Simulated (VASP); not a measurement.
VASP input:

**POSCAR**
```
NaI
1
   -0.0000000000     3.1701524197     3.1701524197
    3.1701524197     0.0000000000     3.1701524197
    3.1701524197     3.1701524197    -0.0000000000
Na I
1 1
Direct
  1.0000000000   0.0000000000   1.0000000000
  0.5000000000   0.5000000000   0.5000000000
```

INCAR:
```
# general
SYSTEM  = NaI
PREC    = Accurate
ENCUT   = 480
LREAL   = .False.
LASPH   = .True.

# electronic loop
EDIFF   = 1E-7
NELM    = 100
ALGO    = Normal
LMAXMIX = 4
LMIXTAU = .True.

# smearing
ISMEAR  = 0
SIGMA   = 0.05

# functional
METAGGA = R2SCAN

# ions
IBRION  = 2
NSW     = 40
ISIF    = 3
EDIFFG  = -0.01
PSTRESS = 10

# output
LWAVE   = .False.
LCHARG  = .False.
```

**KPOINTS**
```
kpoints
0
gamma
8 8 8
0 0 0
```

POTCAR, in this order: Na_pv I (PBE.64 set). Program: vasp_std.

Problem. Translate this r2SCAN calculation to Ansatz.

Solution. One equivalent input (not run):
Ansatz 0.2 input:
```yaml
crystal:
  lattice:
    - [0.0000000, 3.1701524, 3.1701524]
    - [3.1701524, 0.0000000, 3.1701524]
    - [3.1701524, 3.1701524, 0.0000000]
  atoms:
    - { symbol: Na, position: [1.0000000, 0.0000000, 1.0000000] }
    - { symbol: I, position: [0.5000000, 0.5000000, 0.5000000] }
kpoints:
  mp_grid: { grid: [8, 8, 8] }
hamiltonian:
  xc: r2scan
  pseudopotentials: { kind: paw }
scf:
  occupations: { method: gaussian, width: 0.05 }
  max_iter: 100
relax:
  max_steps: 40
  f_tol: 0.01
  cell: { p_target: 1 }
output: { forces: true, stress: true, eigenvalues: true }
```
What does not carry over: each code has its own PAW files, so the cut-off isn't converted (ENCUT is set for VASP's; basis.ecutwfc is left out, and Ansatz then takes the one that its files recommend); Ansatz stops its SCF on the density residual and VASP on the energy change (EDIFF).

The compound is NaI in the rock salt structure. This run relaxes it under an external pressure of 1 GPa. Symmetry was kept, so distortions that lower it aren't found.
